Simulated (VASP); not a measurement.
All values below come from PBE GGA with D4 dispersion, VASP's PBE PAW potentials (set 64) (plane waves; VASP).

Input for VASP

**KPOINTS**
```
Automatic mesh
0
Gamma
8 8 8
0 0 0
```

### POSCAR
```
Al3Sc
1
    4.0569639315     0.0000000000     0.0000000000
    0.0000000000     4.0569639315     0.0000000000
    0.0000000000     0.0000000000     4.0569639315
Sc Al
1 3
Direct
  0.0000000000   0.0000000000   0.0000000000
  0.0000000000   0.5000000000   0.5000000000
  0.5000000000   0.0000000000   0.5000000000
  0.5000000000   0.5000000000   0.0000000000
```

### INCAR
```
SYSTEM = Al3Sc
PREC = Accurate
ENCUT = 520
EDIFF = 1E-7
NELM = 100
ALGO = Normal
LREAL = .FALSE.
LASPH = .TRUE.
ISMEAR = 1
SIGMA = 0.1
GGA = PE
IVDW = 13
LMAXMIX = 4
LWAVE = .FALSE.
LCHARG = .FALSE.
ISIF = 2
```

POTCAR, in this order: Sc_sv Al (PBE.64 set). Program: vasp_std.

What VASP printed:

### OSZICAR
```
       N       E                     dE             d eps       ncg     rms          rms(c)
DAV:   1     0.115181684352E+03    0.11518E+03   -0.83354E+03   988   0.129E+03
DAV:   2    -0.124609182032E+02   -0.12764E+03   -0.12594E+03   980   0.364E+02
DAV:   3    -0.201133039840E+02   -0.76524E+01   -0.74127E+01  1548   0.764E+01
DAV:   4    -0.202397586784E+02   -0.12645E+00   -0.12623E+00  1408   0.104E+01
DAV:   5    -0.202428175481E+02   -0.30589E-02   -0.30583E-02  1378   0.156E+00    0.927E+00
DAV:   6    -0.193454429960E+02    0.89737E+00   -0.45840E+00  1606   0.254E+01    0.336E+00
DAV:   7    -0.192959521467E+02    0.49491E-01   -0.90292E-02  1206   0.263E+00    0.192E+00
DAV:   8    -0.192727227600E+02    0.23229E-01   -0.37020E-02  1442   0.164E+00    0.216E-01
DAV:   9    -0.192724676000E+02    0.25516E-03   -0.32766E-03  1208   0.421E-01    0.881E-02
DAV:  10    -0.192724046134E+02    0.62987E-04   -0.24900E-04  1496   0.162E-01    0.704E-02
DAV:  11    -0.192724050225E+02   -0.40907E-06   -0.34725E-05  1444   0.414E-02    0.462E-02
DAV:  12    -0.192723950254E+02    0.99971E-05   -0.33990E-05  1202   0.354E-02    0.512E-03
DAV:  13    -0.192723951978E+02   -0.17236E-06   -0.15078E-06  1272   0.872E-03    0.202E-03
DAV:  14    -0.192723952799E+02   -0.82125E-07   -0.76199E-08   844   0.254E-03
   1 F= -.20675284E+02 E0= -.20674888E+02  d E =-.118710E-02
```

File OUTCAR:
```
------------------------ aborting loop because EDIFF is reached ----------------------------------------
  Edisp (eV):   -1.40289
  FORCE on cell =-STRESS in cart. coord.  units (eV):
  Direction    XX          YY          ZZ          XY          YZ          ZX
  --------------------------------------------------------------------------------------
  Total       0.03285     0.03285     0.03285     0.00000    -0.00000     0.00000
  in kB       0.78812     0.78812     0.78812     0.00000    -0.00000     0.00000
  external pressure =        0.79 kB  Pullay stress =        0.00 kB
  volume of cell :       66.77
      direct lattice vectors                 reciprocal lattice vectors
     4.056963932  0.000000000  0.000000000     0.246489744  0.000000000  0.000000000
     0.000000000  4.056963932  0.000000000     0.000000000  0.246489744  0.000000000
     0.000000000  0.000000000  4.056963932     0.000000000  0.000000000  0.246489744
 POSITION                                       TOTAL-FORCE (eV/Angst)
 -----------------------------------------------------------------------------------
      0.00000      0.00000      0.00000         0.000000      0.000000      0.000000
      0.00000      2.02848      2.02848         0.000000      0.000000      0.000000
      2.02848      0.00000      2.02848         0.000000      0.000000      0.000000
      2.02848      2.02848      0.00000         0.000000      0.000000      0.000000
 -----------------------------------------------------------------------------------
    total drift:                               -0.000000     -0.000000      0.000000
  FREE ENERGIE OF THE ION-ELECTRON SYSTEM (eV)
  ---------------------------------------------------
  free  energy   TOTEN  =       -20.6752835474 eV

  energy  without entropy=      -20.6740964511  energy(sigma->0) =      -20.67488785
```
(Selected blocks of OUTCAR.)

**OUTCAR**
```
 val. band max:        7.4789591610   @ k =   0.2500   0.1250   0.1250

 cond. band min:       7.5074298018   @ k =   0.5000   0.2500   0.2500


 Fermi energy:         7.5032337271

 k-point     1 :       0.0000    0.0000    0.0000
  band No.  band energies     occupation
      1     -41.4014      2.00000
      2     -20.1137      2.00000
      3     -20.1137      2.00000
      4     -20.1137      2.00000
      5      -2.6726      2.00000
      6       4.8362      2.00000
      7       4.8362      2.00000
      8       5.6514      2.00000
      9       5.6514      2.00000
     10       5.6514      2.00000
     11       8.7341     -0.00000
     12       8.8070     -0.00000
     13       8.8070     -0.00000
     14       8.8070     -0.00000

 k-point     2 :       0.1250    0.0000    0.0000
  band No.  band energies     occupation
      1     -41.4011      2.00000
      2     -20.1191      2.00000
      3     -20.1133      2.00000
      4     -20.1133      2.00000
      5      -2.5260      2.00000
      6       3.7690      2.00000
      7       4.9492      2.00000
      8       5.6665      2.00000
      9       5.6665      2.00000
     10       6.3430      2.00000
     11       8.7255     -0.00000
     12       8.7255     -0.00000
     13       8.8537     -0.00000
     14       9.3186     -0.00000

 k-point     3 :       0.2500    0.0000    0.0000
  band No.  band energies     occupation
      1     -41.4006      2.00000
      2     -20.1319      2.00000
      3     -20.1123      2.00000
      4     -20.1123      2.00000
      5      -2.0939      2.00000
      6       2.3000      2.00000
      7       5.2693      2.00000
      8       5.6983      2.00000
      9       5.6983      2.00000
     10       7.1499      2.00001
     11       8.5863     -0.00000
     12       8.5863     -0.00000
     13       8.9725     -0.00000
     14      10.0349      0.00000

 k-point     4 :       0.3750    0.0000    0.0000
  band No.  band energies     occupation
...
```

The compound is Al3Sc in the L1_2 structure. It was relaxed first.
